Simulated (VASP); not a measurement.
Ga2Ge2O3:

```xyz
7
Lattice="2.7157 1.5679 3.9377 -2.7157 1.5679 3.9377 0.0000 -3.1358 3.9377" Properties=species:S:1:pos:R:3 pbc="T T T"
Ga    0.0000    0.0000    8.5038
Ga    0.0000    0.0000    3.3093
Ge    0.0000    0.0000    0.0000
Ge    0.0000    0.0000    5.9065
O     1.3578    0.7839    1.9688
O    -1.3578    0.7839    1.9688
O     0.0000   -1.5679    1.9688
```

The cell was built by a generator and needn't be a form met in nature.

```yaml
Program: VASP 6.6.1
Task: relaxation of cell and atoms
Functional: PBE
Potentials_or_basis: VASP PAW PBE potentials, release 64 (Ga_d, Ge_d, O)
Cutoff: 520 eV
k_mesh: 3 × 3 × 3
Occupations: gaussian, width 0.15 eV
Spin: no spin polarisation
```

At the start: pressure -2.7 GPa; volume 14.37 Å³/atom.

Where does the relaxation end?

Over 5 steps the energy falls by 89.1 meV/atom and the volume is 14.84 Å³/atom (+3.2 %); space group R-3m (No. 166, to 0.05 Å).

The path:
```tsv
step	energy change (eV)	largest force (eV/Å)	pressure (GPa)	volume (Å³)
1	0.0000	2.8223	-2.71	100.60
2	-0.4841	0.6180	4.14	97.09
3	-0.4869	0.3985	5.34	96.82
4	-0.6177	0.0292	0.93	102.47
5	-0.6234	0.0683	0.14	103.85
```

Final structure:
```
Ga Ge O
1.0
     2.76162    1.59442    3.93104
    -2.76162    1.59442    3.93104
     0.00000   -3.18884    3.93104
Ga Ge O
2 2 3
Direct
  0.73874 0.73874 0.73874
  0.26126 0.26126 0.26126
  0.00000 0.00000 0.00000
  0.50000 0.50000 0.50000
  0.50000 0.00000 0.00000
  0.00000 0.50000 0.00000
  0.00000 0.00000 0.50000
```

Caveat: the k mesh is coarse (spacing up to 0.48 Å⁻¹), so the values aren't converged.
